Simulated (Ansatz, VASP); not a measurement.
# Two plane-wave programs on GaF

```xyz
2
Lattice="0.0000 2.5770 2.5770 2.5770 0.0000 2.5770 2.5770 2.5770 0.0000" Properties=species:S:1:pos:R:3 pbc="T T T"
Ga    1.2885    1.2885    1.2885
F     0.0000    0.0000    0.0000
```

The cell was built by a generator and needn't be a form met in nature.

Alike in both runs: task relaxation of cell and atoms; functional BLYP; k mesh 9 × 9 × 9; occupations fermi-dirac, width 0.05 eV; no spin polarisation.

```csv
,VASP,Ansatz
version,VASP 6.6.1,Ansatz 0.2.0
potentials or method,"VASP PAW PBE potentials, release 64 (Ga_d, F)",Ansatz PAW
plane-wave cutoff (eV),600,420
valence electrons in the cell,20,20
```

Ansatz gave:

```
gap on the k mesh at the Fermi level, each at its own relaxed structure (eV) : 2.76
relaxed volume (Å³/atom)                                                     : 24.29
relaxed cell length with the largest relative difference (Å)                 : 4.096
energy change over the relaxation (meV/atom)                                 : -292
```

Q: What did VASP give for the same quantities?

A: gap on the k mesh at the Fermi level, each at its own relaxed structure (eV): 2.69; relaxed volume (Å³/atom): 23.84; relaxed cell length with the largest relative difference (Å): 4.070; energy change over the relaxation (meV/atom): -286.

Caveats: the volume moved by over 15 % at a fixed basis, so the end points are rough; the PAW data sets were made with another functional, which shifts forces and pressure a little (VASP); an odd mesh through Γ misses points on the zone boundary, where band edges often lie (VASP); odd divisions of the mesh miss points on the zone boundary, where band edges often lie, so the gap on the mesh can be too wide (Ansatz); the plane-wave basis is chosen anew once the cell has moved, so the energies of steps on either side of that aren't comparable (Ansatz); the pressure holds a Pulay correction of +0.3 GPa for the finite cutoff (Ansatz); the PAW data sets come from PBE, with cores solved anew for the run's functional, which leaves a small shift of forces and pressure (Ansatz). As with any semilocal functional, this BLYP gap is likely too small.
